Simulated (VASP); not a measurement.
All values below come from vdW-DF-cx, VASP's PBE PAW potentials (set 64) (plane waves; VASP).

The input files of a VASP run:

### POSCAR
```
Rh
1
    0.0000000000     1.8928065266     1.8928065266
    1.8928065266     0.0000000000     1.8928065266
    1.8928065266     1.8928065266    -0.0000000000
Rh
1
Direct
  0.0000000000   0.0000000000   0.0000000000
```

INCAR:
```
SYSTEM = Rh
PREC = Accurate
ENCUT = 520
EDIFF = 1E-7
NELM = 100
ALGO = Normal
LREAL = .FALSE.
LASPH = .TRUE.
ISMEAR = 0
SIGMA = 0.05
GGA = CX
LUSE_VDW = .TRUE.
AGGAC = 0.0
LMAXMIX = 4
LWAVE = .FALSE.
LCHARG = .FALSE.
LORBIT = 11
ICHARG = 11
```

### KPOINTS
```
k-points along high-symmetry lines
15
Line-mode
Reciprocal
  0.000000   0.000000   0.000000 ! GAMMA
  0.500000   0.000000   0.500000 ! X

  0.500000   0.000000   0.500000 ! X
  0.625000   0.250000   0.625000 ! U

  0.375000   0.375000   0.750000 ! K
  0.000000   0.000000   0.000000 ! GAMMA

  0.000000   0.000000   0.000000 ! GAMMA
  0.500000   0.500000   0.500000 ! L

  0.500000   0.500000   0.500000 ! L
  0.500000   0.250000   0.750000 ! W

  0.500000   0.250000   0.750000 ! W
  0.500000   0.000000   0.500000 ! X
```

POTCAR, in this order: Rh_pv (PBE.64 set). Program: vasp_std. Read from the step before: CHGCAR.

The run wrote:

File OUTCAR:
```
 ion  position               nearest neighbor table
   1  0.000  0.000  0.000-
  LATTYP: Found a face centered cubic cell.
 ALAT       =     3.7856130532
 Subroutine PRICEL returns:
 Original cell was already a primitive cell.
 Subroutine GETGRP returns: Found 48 space group operations
The static configuration has the point symmetry O_h .
The dynamic configuration has the point symmetry O_h .
 Subroutine INISYM returns: Found 48 space group operations
   k-points           NKPTS =     90   k-points in BZ     NKDIM =     90   number of bands    NBANDS=     11
   number of dos      NEDOS =    301   number of ions     NIONS =      1
   total plane-waves  NPLWV =   8000
   dimension x,y,z NGX =    20 NGY =   20 NGZ =   20
   dimension x,y,z NGXF=    40 NGYF=   40 NGZF=   40
   ions per type =               1
   PREC   = accura    normal or accurate (medium, high low for compatibility)
   ISTART =      0    job   : 0-new  1-cont  2-samecut
   ICHARG =     11    charge: 1-file 2-atom 10-const
   ISPIN  =      1    spin polarized calculation?
   LNONCOLLINEAR =      F non collinear calculations
   LSORBIT =      F    spin-orbit coupling
   INIWAV =      1    electr: 0-lowe 1-rand  2-diag
   ENCUT  =  520.0 eV  38.22 Ry    6.18 a.u.   4.98  4.98  4.98*2*pi/ulx,y,z
   NELM   =    100;   NELMIN=  2; NELMDL= -5     # of ELM steps
   EDIFF  = 0.1E-06   stopping-criterion for ELM
   LREAL  =      F    real-space projection
   NLSPLINE    = F    spline interpolate recip. space projectors
   LMAXMIX     =    4 max onsite mixed and CHGCAR
   VOSKOWN=      0    Vosko Wilk Nusair interpolation
   EDIFFG = 0.1E-05   stopping-criterion for IOM
   NSW    =      0    number of steps for IOM
   NBLOCK =      1;   KBLOCK =      1    inner block; outer block
   IBRION =     -1    ionic relax: 0-MD 1-quasi-New 2-CG
   NFREE  =      0    steps in history (QN), initial steepest desc. (CG)
   ISIF   =      2    stress and relaxation
   ISYM   =      2    0-nonsym 1-usesym 2-fastsym
   TEIN   =    0.0    initial temperature
   TEBEG  =    0.0;   TEEND  =   0.0 temperature during run
   SMASS  =  -3.00    Nose mass-parameter (am)
...
```

### OSZICAR
```
       N       E                     dE             d eps       ncg     rms          rms(c)
DAV:   1     0.118783471187E+03    0.11878E+03   -0.95261E+03  1988   0.146E+03
DAV:   2    -0.304809445360E+01   -0.12183E+03   -0.11665E+03  2040   0.387E+02
DAV:   3    -0.447096762695E+01   -0.14229E+01   -0.14191E+01  2295   0.473E+01
DAV:   4    -0.447959236833E+01   -0.86247E-02   -0.86230E-02  2254   0.374E+00
DAV:   5    -0.447976184423E+01   -0.16948E-03   -0.16947E-03  2328   0.446E-01
DAV:   6    -0.447976633340E+01   -0.44892E-05   -0.44891E-05  2431   0.611E-02
DAV:   7    -0.447976645463E+01   -0.12124E-06   -0.12215E-06  2068   0.782E-03
DAV:   8    -0.447976646013E+01   -0.54933E-08   -0.47437E-08  1571   0.137E-03
   1 F= -.44797665E+01 E0= -.44779626E+01  d E =-.360764E-02
```

OUTCAR:
```
 val. band max:       12.3911421055   @ k =   0.5000   0.3571   0.6429

 cond. band min:      12.3938776342   @ k =   0.6250   0.2500   0.6250



 k-point     1 :       0.0000    0.0000    0.0000
  band No.  band energies     occupation
      1     -34.3452      2.00000
      2     -34.3452      2.00000
      3     -34.3452      2.00000
      4       3.9139      2.00000
      5       8.8573      2.00000
      6       8.8573      2.00000
      7       8.8573      2.00000
      8      10.9971      2.00000
      9      10.9971      2.00000
     10      28.0323      0.00000
     11      32.3216      0.00000

 k-point     2 :       0.0357    0.0000    0.0357
  band No.  band energies     occupation
      1     -34.3550      2.00000
      2     -34.3488      2.00000
      3     -34.3488      2.00000
      4       3.9841      2.00000
      5       8.8098      2.00000
      6       8.8932      2.00000
      7       8.8932      2.00000
      8      10.9463      2.00000
      9      11.0148      2.00000
     10      28.1371      0.00000
     11      32.3207      0.00000

 k-point     3 :       0.0714    0.0000    0.0714
  band No.  band energies     occupation
      1     -34.3837      2.00000
      2     -34.3594      2.00000
      3     -34.3594      2.00000
      4       4.1913      2.00000
      5       8.6724      2.00000
      6       9.0006      2.00000
      7       9.0006      2.00000
      8      10.8000      2.00000
      9      11.0671      2.00000
     10      28.4445      0.00000
     11      32.3157      0.00000

 k-point     4 :       0.1071    0.0000    0.1071
  band No.  band energies     occupation
      1     -34.4296      2.00000
      2     -34.3764      2.00000
      3     -34.3764      2.00000
      4       4.5242      2.00000
      5       8.4579      2.00000
      6       9.1780      2.00000
      7       9.1780      2.00000
      8      10.5772      2.00000
      9      11.1523      2.00000
     10      28.9349      0.00000
...
```

The density is held fixed in this step, so its total energy and stress have no physical meaning.

The compound is Rh in the fcc structure. It was relaxed first.
